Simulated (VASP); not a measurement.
Consider the following.

```
BeTe
1.0
    0.00000     2.76660     2.76660
    2.76660     0.00000     2.76660
    2.76660     2.76660     0.00000
Be Te
1 1
Direct
  0.00000   0.00000   0.00000
  0.25000   0.25000   0.25000
```

Level of theory: rev-vdW-DF2, VASP's PBE PAW potentials (set 64) (plane waves; VASP). Settings: 520 eV cut-off, 8×8×8 Γ-centred mesh, Gaussian smearing of 0.050 eV, potentials Be Te.

Unless said otherwise, spin-orbit coupling is left out, though it shifts the bands of the heavy elements here.

Q: Predict the energy per atom (σ→0), pressure, band gap (on the k-mesh) with the smallest direct gap where there is one.

A: 
```json
{
  "band gap (on the k-mesh)": "1.83 eV",
  "smallest direct gap (on the k-mesh)": "3.61 eV",
  "energy per atom (σ→0)": "-2.789 eV/atom",
  "pressure": "4.08 GPa"
}
```

Only differences to runs with the same potentials and settings are physical.

The compound is BeTe in the zinc blende structure. This cell is one point of a volume scan, at 0.94 of the reference volume.
